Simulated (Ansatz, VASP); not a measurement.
# KRbPdC2 in two plane-wave programs, part 2 of 2

Aim: how closely do two programs agree when they are given the same cell, functional and k mesh? The cell is generated by rule, not measured, and may not be a known phase. The cell is taken from a series of runs on this material, whose earlier steps may have relaxed, scaled, displaced or heated it; both programs get it as it stands.

VASP 6.6.1 and Ansatz 0.2.0.

So far: Starting point; VASP: relaxation of cell and atoms, PBEsol.

The structure was built from a prototype and need not be the compound's stable phase.

## Step 3: Ansatz: relaxation of cell and atoms, PBEsol

Level of this step: Ansatz beside VASP: Kohn-Sham DFT, plane waves, PBEsol (Ansatz).

Ansatz runs on its default PAW (the set named soft_2) files.

The same cell, functional and mesh now go to Ansatz, which takes its cutoff from its data sets.

Input file input.yaml:

```yaml
crystal:
  lattice:
    - [5.2148911335, 0.0, 0.0]
    - [-2.6074455667, 4.5162281996, 0.0]
    - [0.0, 0.0, 5.2390860455]
  atoms:
    - { symbol: Rb, position: [0.3333333333, 0.6666666667, 0.280335479] }
    - { symbol: K, position: [0.6666666667, 0.3333333333, 0.7232125682] }
    - { symbol: Pd, position: [0.0, 0.0, -0.0019151636] }
    - { symbol: C, position: [0.0, 0.0, 0.3780622172] }
    - { symbol: C, position: [0.0, 0.0, 0.6203048992] }
kpoints:
  mp_grid: { grid: [6, 6, 4] }
hamiltonian:
  xc: pbesol
scf:
  occupations: { method: fixed }
output:
  forces: true
  stress: true
  eigenvalues: true
relax:
  adjacent_minimum: "off"
  f_tol: 0.001
  max_steps: 60
  cell: { stress_tol: 0.01 }
```

Launch:

```bash
$ ansatz run input.yaml --threads 8 --pin off --max-ram 14336MiB --backend cpu --events-out ev --progress --plain --runs-dir out
```

Numbers of over 12 decimals in the logs are rounded to 6 here.

The log of the run:

```text
Engine: ansatz 0.2.0, aarch64-unknown-linux-gnu
Pseudopotentials: kind: paw
Pseudopotential: Rb, paw, valence charge 9, recommended cutoff 420 eV (normal), Rb.paw.azcp
Pseudopotential: K, paw, valence charge 9, recommended cutoff 420 eV (normal), K.paw.azcp
Pseudopotential: Pd, paw, valence charge 18, recommended cutoff 420 eV (normal), Pd.paw.azcp
Pseudopotential: C, paw, valence charge 4, recommended cutoff 420 eV (normal), C.paw.azcp
Functional definition: PBEsol
  exchange = pbesol_x
  correlation = pbesol_c
Crystal: 5 atoms, lattice volume = 123.389 Å³
Basis set: ecut = 420 eV, 2411 PW (Γ), exchange–correlation on 72×72×72 points (8 copies of the dense FFT grid, shifted against one another)
Bands: 27, of which v1, the nominal top of the filled ones, is band 22 counted from 1 (21 counted from 0)
Symmetry: 6 space group operations
Space group: P3m1 (ITA 156), of the structure as read, at distance tolerance 5.0e-5 Å
k-points: 24 of 144 (time reversal used)
Non-local potential: Rb, projectors of the file, l = 0: 3, l = 1: 2, l = 2: 2
Non-local potential: K, projectors of the file, l = 0: 3, l = 1: 2, l = 2: 2
Non-local potential: Pd, projectors of the file, l = 0: 2, l = 1: 2, l = 2: 2, l = 3: 1
Non-local potential: C, projectors of the file, l = 0: 2, l = 1: 2, l = 2: 1
PAW form: soft (Blöchl's): semilocal exchange-correlation on the pseudo side does not see the compensation charge
PAW frozen core: Rb, regenerated for the run's functional, and the local potential with it (the file was generated under x = pbe(κ = 0.804, μ = 0.219515), c = pbe(β = 0.066725))
PAW frozen core: K, regenerated for the run's functional, and the local potential with it (the file was generated under x = pbe(κ = 0.804, μ = 0.219515), c = pbe(β = 0.066725))
PAW frozen core: Pd, regenerated for the run's functional, and the local potential with it (the file was generated under x = pbe(κ = 0.804, μ = 0.219515), c = pbe(β = 0.066725))
PAW frozen core: C, regenerated for the run's functional, and the local potential with it (the file was generated under x = pbe(κ = 0.804, μ = 0.219515), c = pbe(β = 0.066725))
PAW one-centre angular grid: Rb, 110 points (default); XC on 64 Gauss nodes
PAW one-centre angular grid: K, 110 points (default); XC on 64 Gauss nodes
PAW one-centre angular grid: Pd, 590 points (default); XC on 64 Gauss nodes
PAW one-centre angular grid: C, 110 points (default); XC on 64 Gauss nodes
Initial density: superposition of atomic densities (neutral atoms: chi_scale 0, normalization atom), corrected by the library's trained network
Initial wavefunctions: pseudopotential atomic-orbital guess
Functional: x = pbesol(κ = 0.804, μ = 0.123457), c = pbesol(β = 0.046)
SCF iter   1: F=—  HF=-12132.687002 eV  |F-HF|=—  |Δ(HF+E_count)|=         —  Δρ=5.52e-3  dr2=5.73e-2  ethr=1.77e-3  ⟨swp⟩=4.8  Hψ=2465  notcnv=0  defer=72
preconditioner: auto → Resta (q_TF=auto, 2.297 Å⁻¹)  ε∞=4.1  [insulator: Δε(μ)=1.306 eV  Ē_g=10.655 eV  n_scr=20 (ndim 8)  ℏωp=18.9 eV  f_vac=0.136  ε∞_Penn≈4.1]
SCF iter   2: F=—  HF=-12132.675528 eV  |F-HF|=—  |Δ(HF+E_count)|=   1.15e-2  Δρ=2.23e-3  dr2=7.25e-3  ethr=1.30e-4  ⟨swp⟩=2.0  Hψ=1086  notcnv=0  defer=72
SCF iter   3: F=—  HF=-12132.674774 eV  |F-HF|=—  |Δ(HF+E_count)|=   7.54e-4  Δρ=1.06e-3  dr2=2.06e-3  ethr=1.65e-5  ⟨swp⟩=2.0  Hψ=888  notcnv=0  defer=72
SCF iter   4: F=—  HF=-12132.674615 eV  |F-HF|=—  |Δ(HF+E_count)|=   1.59e-4  Δρ=4.01e-4  dr2=2.19e-4  ethr=4.67e-6  ⟨swp⟩=2.0  Hψ=804  notcnv=0  defer=72
SCF iter   5: F=—  HF=-12132.674716 eV  |F-HF|=—  |Δ(HF+E_count)|=   1.01e-4  Δρ=1.12e-4  dr2=2.47e-5  ethr=4.97e-7  ⟨swp⟩=2.5  Hψ=1018  notcnv=0  defer=72
SCF iter   6: F=—  HF=-12132.674690 eV  |F-HF|=—  |Δ(HF+E_count)|=   2.58e-5  Δρ=7.54e-5  dr2=1.14e-5  ethr=5.61e-8  ⟨swp⟩=2.0  Hψ=954  notcnv=0  defer=35
SCF iter   7: F=—  HF=-12132.674694 eV  |F-HF|=—  |Δ(HF+E_count)|=   3.60e-6  Δρ=1.83e-5  dr2=5.64e-7  ethr=2.60e-8  ⟨swp⟩=2.0  Hψ=943  notcnv=0  defer=48
SCF iter   8: F=-12132.674695 eV  HF=-12132.674695 eV  |F-HF|=5.98e-8  |Δ(HF+E_count)|=   8.18e-7  Δρ=4.47e-6  dr2=5.16e-8  ethr=2.27e-10  ⟨swp⟩=12.2  Hψ=4029  notcnv=0
SCF 1 converged in 8 iterations: F = -12132.674695 eV  dr2 = 5.16e-8
  greatest PAW one-centre occupation: 0.999 electrons in one spin orbital (limit 2), on the Pd atom at site 2 (counted from 0), in its partial waves of l = 0
relax step   1: F+E_penalty+E_count = -12132.67469471 eV  Δ(F+E_penalty+E_count) = +0.000e0 eV  max|allowed force component| = 1.870e-3 eV/Å  Δτ_max = 0.0000 Å  P = -0.002 GPa  Ω = 123.389 Å³  (8 SCF iters, dr2 threshold 1.00e-7 eV, accepted)
[...]
relax step   2: F+E_penalty+E_count = -12132.67469689 eV  Δ(F+E_penalty+E_count) = -2.182e-6 eV  max|allowed force component| = 3.939e-4 eV/Å  Δτ_max = 0.0005 Å  P = -0.000 GPa  Ω = 123.386 Å³  energy of the carried Pulay correction = +1.590e-6 eV  (7 SCF iters, dr2 threshold 2.19e-10 eV, accepted)
[...]
relax step   3: F+E_penalty+E_count = -12132.67469689 eV  Δ(F+E_penalty+E_count) = -2.183e-11 eV  max|allowed force component| = 3.934e-4 eV/Å  Δτ_max = 0.0000 Å  P = -0.000 GPa  Ω = 123.386 Å³  stress off target by 1.91e-3 GPa  SCF on the basis re-selected at this cell (its energy is not comparable with the rows above)  (9 SCF iters)
basis re-selected at this cell: Δ(F+E_penalty+E_count) = -2.183e-11 eV, ΔP = -0.000 GPa vs the last step (what re-selecting the basis moved, of the pressure what is left beyond the Pulay correction that the steps carried, after the strain that the cell walked since its last selection, with what the two solves' SCF thresholds leave and, on support functions, any second-order correction that the steps lacked; it is no  [...]
SCF converged after 9 iterations
Free energy (F): -12132.674697 eV
Harris-Foulkes:  -12132.674697 eV  (|F-HF|=1.82e-12)
Internal energy: -12132.674697 eV  (E = F + TS)
E sigma→0 (E₀):  -12132.674697 eV
Fermi energy:    5.267888 eV
--- Per-component energies (eV) ---
  E_band       = -552.522517
  E_kinetic    = 1135.970964
  E_local      = -4917.352534  (includes V_loc(G=0)·N_el)
  E_nonlocal   = 462.339782
  E_hartree    = 1902.583249
  E_xc         = -524.416721
  E_vxc        = -627.780178  (∫ρ·V_xc dr)
  E_paw        = -7206.259578  (= ΣΔE_a)
  E_vpaw       = -410.867222  (= ΣTr[D̂ρ^β])
  E_aug_tail   = 0.000197  (compensation charges beyond the density's cutoff)
  E_ewald      = -2986.116338
  E_core_change = 0.576281  (= ΣΔE_core)
  E_smearing   = -0.000000  (= −TS)
  E_closure    = -0.000000  (closes the sum)
  Σ components = -12132.674697   (vs F -12132.674697, Δ=0.00e0)
--- Forces (eV/Å), atoms counted from 1 ---
  atom   1  Rb     0.00000000     0.00000000     0.00039354
  atom   2  K      0.00000000    -0.00000000     0.00036255
  atom   3  Pd     0.00000000    -0.00000000    -0.00025075
  atom   4  C      0.00000000     0.00000000    -0.00019780
  atom   5  C     -0.00000000    -0.00000000    -0.00030684
  max |Σ_I F_I| component: 6.99e-7 eV/Å
--- Stress (GPa, compression-positive) ---
        0.000500       0.000000      -0.000000
        0.000000       0.000500       0.000000
       -0.000000       0.000000      -0.001913
  P = ⅓ Tr σ = -0.0003 GPa (-0.003 kbar)
--- Band table (eV; the first three rows and the last of 24) ---
  k-point 0: bands = [... 18 lower, 3.2887, 3.7775, 4.0978, 4.0978, 9.2340, 9.3512, 10.4123, 10.4123, ... 1 higher]
  k-point 1: bands = [... 18 lower, 4.0846, 4.0846, 4.3617, 4.3617, 8.7834, 8.7834, 9.0360, 9.9037, ... 1 higher]
  k-point 2: bands = [... 18 lower, 4.0845, 4.0845, 5.2679, 5.2679, 7.7088, 7.7088, 8.9822, 9.8881, ... 1 higher]
  k-point 23: bands = [... 18 lower, 4.1227, 4.5085, 5.2024, 5.2399, 7.2082, 7.2766, 9.8270, 10.2778, ... 1 higher]
--- Relaxed structure (2 steps of the walk, 2 accepted, 1 SCFs on fresh bases) ---
  F+E_penalty+E_count = -12132.67469689 eV   max|allowed force component| = 3.934e-4 eV/Å   (the final SCF, on the basis selected at the relaxed cell)
  cell:  # Å, volume = 123.3863 Å³
    - [5.214847, -2.8867244771737867e-11, 0]
    - [-2.607424, 4.516190, 0]
    - [0, 0, 5.239056]
  atoms:
    - { symbol: Rb, position: [0.333333, 0.666667, 0.280438] }
    - { symbol: K, position: [0.666667, 0.333333, 0.723237] }
    - { symbol: Pd, position: [0, 0, -0.00195774] }
    - { symbol: C, position: [0, 0, 0.378021] }
    - { symbol: C, position: [0, 0, 0.620261] }
```

## Step 4: Differences

Known differences besides the potentials themselves: fixed occupations in Ansatz, narrow Gaussian smearing in VASP; the data sets hold 44 valence electrons in Ansatz (on its default PAW (the set named soft_2) files) and 36 in VASP; the cutoff is 420 eV in Ansatz and 600 eV in VASP; Ansatz makes its cores anew for this functional, VASP keeps those of its PBE data sets; Ansatz adds a Pulay correction to the stress that steers its cell, VASP none. Total energies have different zeros and are not compared.

Both answers:

| quantity | Ansatz | VASP | difference |
| --- | --- | --- | --- |
| volume (Å³) | 123.39 | 123.36 | +0.02 % |
| edge a after relaxation, in the typed setting (Å) | 5.215 | 5.216 | -0.02 % |
| edge c after relaxation, in the typed setting (Å) | 5.239 | 5.237 | +0.05 % |

## Step 5: What came out

```yaml
difference_in_edge_c_after_relaxation_in_the_typed_setting_relaxation_of_cell_and_atoms_pbesol: 0.048 %
```

In words: The difference in edge c after relaxation, in the typed setting is 0.048 % (relaxation of cell and atoms, PBEsol), within the 1.2 % picked in this series as the mark of a large difference, as far as the stopping tolerances let one tell. The data sets hold unlike numbers of valence electrons (44 in Ansatz and 36 in VASP), so part of the differences may come from the potentials. Such differences can come from data sets, numerical settings and the points named under the comparisons, not from the functional's error against experiment.

[Lines on the potential files, build, host, timing and source positions are cut from VASP's logs without a mark.]

[Logs are printed without paths, hosts, clocks, repeated set-up lines and the standing remarks that a program may print on its own settings, such as how far it seeks lower states.]

[Hosts, paths, dates, database ids (printed as entryN), source tags and the programs' standing remarks are cut or masked in the printed files.]
